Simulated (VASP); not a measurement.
# Ga3Se under changes of volume

One of the cells (22.206 Å³/atom); the others are scaled copies at fixed shape and fractional positions:

```
Se Ga
1.0
     4.46182    0.00000    0.00000
     0.00000    4.46182    0.00000
     0.00000    0.00000    4.46182
Se Ga
1 3
Direct
  0.00000 0.00000 0.00000
  0.50000 0.50000 0.00000
  0.50000 0.00000 0.50000
  0.00000 0.50000 0.50000
```

The cell comes from a database or a generator and needn't be the stable form of this composition.

| Property | Result |
| --- | --- |
| Program | VASP 6.6.1 |
| Functional | PBEsol |
| Potentials or basis | VASP PAW PBE potentials, release 64 (Se, Ga_d) |
| Cutoff | 520 eV |
| k mesh | 6 × 6 × 6 |
| Occupations | fermi-dirac, width 0.05 eV |
| Spin | no spin polarisation |

```tsv
volume (Å³/atom)	energy over the lowest point (meV/atom)	pressure (GPa)
20.465	0.00	-1.2
20.900	4.44	-2.1
21.335	11.20	-2.9
22.206	?	?
22.642	42.70	-4.7
23.077	56.11	-5.2
```

Task: What does the run at 22.206 Å³/atom give?

Result: Energy over the lowest point 30.59 meV/atom; pressure -4.2 GPa.

Worked out: A Birch-Murnaghan fit of order 3 (a polynomial in V^(-2/3)) to the other rows has its minimum at 19.99 Å³/atom, just outside them, with B0 = V·E''(V) = 53 GPa and B' = 5.3. It gives 30.58 meV/atom at 22.206 Å³/atom, against the run's 30.59, and -dE/dV = -4.2 GPa, against -4.2.

Energies are extrapolated to zero smearing.

Caveats: the PAW data sets were made with another functional, which shifts forces and pressure a little.
